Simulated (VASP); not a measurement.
Here is the system:

```xyz
2
Lattice="1.2058 -2.0885 0.0000 1.2058 2.0885 0.0000 0.0000 0.0000 3.8881" Properties=species:S:1:pos:R:3 pbc="T T T"
Co     1.2058     0.6962     0.9720
Co     1.2058    -0.6962     2.9161
```
Starting moments (μB, in the order of the record's atoms Co Co): 1.5 1.5.

Method: LDA (Ceperley-Alder, Perdew-Zunger), VASP's LDA PAW potentials (set 64) (plane waves; VASP). Settings: 500 eV cut-off, 17×17×9 Γ-centred mesh, first-order Methfessel-Paxton smearing of 0.10 eV, potentials Co.

Question: Predict the cell moment, energy per atom (σ→0), pressure, band gap (on the k-mesh) with the smallest direct gap where there is one.

Answer: 
| Item | Result |
|---|---|
| band gap (on the k-mesh) | none (metal, semimetal or under 0.01 eV) |
| cell moment | 2.93 μB |
| energy per atom (σ→0) | -8.123 eV/atom |
| pressure | 4.94 GPa |

Question: Give the moment on each site (PAW-sphere projection).

Answer: 
```csv
site,moment (μB)
Co1,1.46
Co2,1.46
```

The compound is Co in the hcp structure. It was relaxed first under an external pressure of 5 GPa.
